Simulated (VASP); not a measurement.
```
ZrC
1.0
    0.00000     2.33339     2.33339
    2.33339     0.00000     2.33339
    2.33339     2.33339     0.00000
Zr C
1 1
Cartesian
  0.00000   0.00000   0.00000
  2.33339   2.33339   2.33339
```

Method: AM05 GGA, VASP's PBE PAW potentials (set 64) (plane waves; VASP). Numerical set-up: 520 eV cut-off, Gaussian smearing of 0.050 eV, potentials Zr_sv C.

Task: Give the energies of bands 6 to 11 at the high-symmetry points, in eV from the Fermi level.

Result: 
| band | Γ | X | U | L | W |
|---|---|---|---|---|---|
| 6 | 0.94 | -2.07 | -3.15 | -5.46 | -2.72 |
| 7 | 0.94 | -1.93 | -2.32 | -3.04 | -2.41 |
| 8 | 0.94 | 0.07 | -1.62 | -3.04 | -2.41 |
| 9 | 1.04 | 0.07 | 1.47 | 4.60 | 3.31 |
| 10 | 1.04 | 4.56 | 4.99 | 4.60 | 3.31 |
| 11 | 1.04 | 5.82 | 5.51 | 5.45 | 5.83 |

It has no gap at this level: it comes out as a metal or semimetal.

The compound is ZrC in the rock salt structure. It was relaxed first.
